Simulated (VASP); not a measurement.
ZnS (wurtzite), at 1.04 of the tabulated volume:

```yaml
crystal:
  lattice:
    - [1.93513, -3.35175, 0.00000]
    - [1.93513, 3.35175, 0.00000]
    - [0.00000, 0.00000, 6.34238]
  atoms:
    - { symbol: Zn, position: [0.66667, 0.33333, 0.50000] }
    - { symbol: Zn, position: [0.33333, 0.66667, 0.00000] }
    - { symbol: S, position: [0.66667, 0.33333, 0.87500] }
    - { symbol: S, position: [0.33333, 0.66667, 0.37500] }
```

The lowest empty band near Γ, direction a*, from PBE with spin-orbit coupling in VASP (PAW); its two spin partners are averaged. The gap over the points computed is 1.98 eV, and the next band on that side lies 1.01 eV away at the edge.

Run with 400 eV cut-off, 7×7×4 Γ-centred mesh, Gaussian smearing of 0.050 eV, potentials Zn S.

| distance from the edge in k (1/Å) | distance in energy (meV) |
|---|---|
| 0.012 | 3.1 |
| 0.018 | 7.1 |
| 0.025 | 13.6 |
| 0.035 | 26.4 |
| 0.050 | 53.1 |
| 0.070 | 101.2 |

### Question
Fit E(1 + αE) = ħ²k²/2m* (ħ²/2m0 = 3.810 eV Å²) and predict the row at 0.095 1/Å.

### Answer
Least squares on the energies gives the electron mass m* = 0.174 m0 and α = 0.60 per eV, and so 178.5 meV. The run gave 178.5 meV, -0.0 meV from the fit.

Left out are points under 3 meV from the edge, since the levels carry 0.1 meV, and points farther than half the way to the next band.

The compound is ZnS in the wurtzite structure, the high-temperature form. The cell was not relaxed at this level.
